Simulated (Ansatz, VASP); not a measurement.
Two plane-wave programs on ZnSb2C

```
CELL_PARAMETERS angstrom
3.82738 0.00000 0.00000
0.00000 3.82738 0.00000
0.00000 0.00000 5.97090
ATOMIC_POSITIONS crystal
Zn 0.00000 0.00000 0.00000
Sb 0.00000 0.50000 0.29097
Sb 0.50000 0.00000 0.70903
C 0.50000 0.50000 0.50000
```

Alike in both runs: task single point; functional PBEsol; k mesh 4 × 4 × 4; occupations fermi-dirac, width 0.02 eV; no spin polarisation.

|  | VASP | Ansatz |
| --- | --- | --- |
| version | VASP 6.6.1 | Ansatz 0.2.0 |
| potentials or method | VASP PAW PBE potentials, release 64 (Zn, Sb, C) | plane waves |
| plane-wave cutoff (eV) | 520 | 420 |
| valence electrons in the cell | 26 | 46 |

|  | VASP | Ansatz | Ansatz less VASP |
| --- | --- | --- | --- |
| pressure (GPa) | -0.9 | -1.1 | -0.23 |
| largest component of the traceless stress (GPa) | 0.49 | 0.49 | 0.000 |
| rms of the force components (eV/Å) | 0.221 | 0.227 | +0.0052 |

The two sets of potentials don't hold the same shells in valence.

Caveats: the k mesh is coarse (spacing up to 0.41 Å⁻¹), so the values aren't converged; the PAW data sets were made with another functional, which shifts forces and pressure a little (VASP). Spin-orbit coupling is left out, which matters for the levels of Sb.
